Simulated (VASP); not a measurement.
An input for Ansatz (written as the equivalent of a VASP run, and not itself run):

Ansatz 0.2 input:
```yaml
crystal:
  lattice:
    - [4.3572920, 0.0000000, 0.0000000]
    - [0.0000000, 4.3572920, 0.0000000]
    - [0.0000000, 0.0000000, 2.8682266]
  atoms:
    - { symbol: Ti, position: [0.0000000, 0.0000000, 0.0000000] }
    - { symbol: Ti, position: [0.5000000, 0.5000000, 0.5000000] }
    - { symbol: O, position: [0.3015705, 0.3015705, 0.0000000] }
    - { symbol: O, position: [0.8015705, 0.1984295, 0.5000000] }
    - { symbol: O, position: [0.1984295, 0.8015705, 0.5000000] }
    - { symbol: O, position: [0.6984295, 0.6984295, 0.0000000] }
kpoints:
  mp_grid: { grid: [5, 5, 8] }
hamiltonian:
  xc: r2scan
  pseudopotentials: { kind: paw }
scf:
  occupations: { method: gaussian, width: 0.05 }
  max_iter: 100
relax:
  max_steps: 40
  f_tol: 0.02
  cell: { p_target: 45 }
output: { forces: true, stress: true, eigenvalues: true }
```

Task: Translate this input to VASP (INCAR, KPOINTS, POSCAR, choice of POTCAR).

Result: This is not unique; one that fits is 
KPOINTS:
```
kpoints
0
Gamma
 5 5 8
0 0 0
```

File POSCAR:
```
TiO2
1.0
  4.3572920401   0.0000000000   0.0000000000
  0.0000000000   4.3572920401   0.0000000000
  0.0000000000   0.0000000000   2.8682265552
Ti O
2 4
Cart
  0.0000000000   0.0000000000   0.0000000000
  2.1786460200   2.1786460200   1.4341132776
  1.3140308316   1.3140308316   0.0000000000
  3.4926768516   0.8646151885   1.4341132776
  0.8646151885   3.4926768516   1.4341132776
  3.0432612085   3.0432612085   0.0000000000
```

INCAR:
```
ALGO = Normal
EDIFF = 1E-6
EDIFFG = -0.02
ENCUT = 620
IBRION = 2
ISIF = 3
ISMEAR = 0
LASPH = .TRUE.
LCHARG = .FALSE.
LMAXMIX = 4
LMIXTAU = .TRUE.
LREAL = .FALSE.
LWAVE = .FALSE.
METAGGA = R2SCAN
NELM = 100
NSW = 40
PREC = Accurate
PSTRESS = 450
SIGMA = 0.05
SYSTEM = TiO2
```

POTCAR, in this order: Ti_sv O (PBE.64 set). Program: vasp_std.

What does not carry over: each code has its own PAW files, so the cut-off isn't converted (ENCUT is set for VASP's; basis.ecutwfc is left out, and Ansatz then takes the one that its files recommend); Ansatz stops its SCF on the density residual and VASP on the energy change (EDIFF).

The compound is TiO2 in the rutile structure. It was relaxed first under an external pressure of 45 GPa.
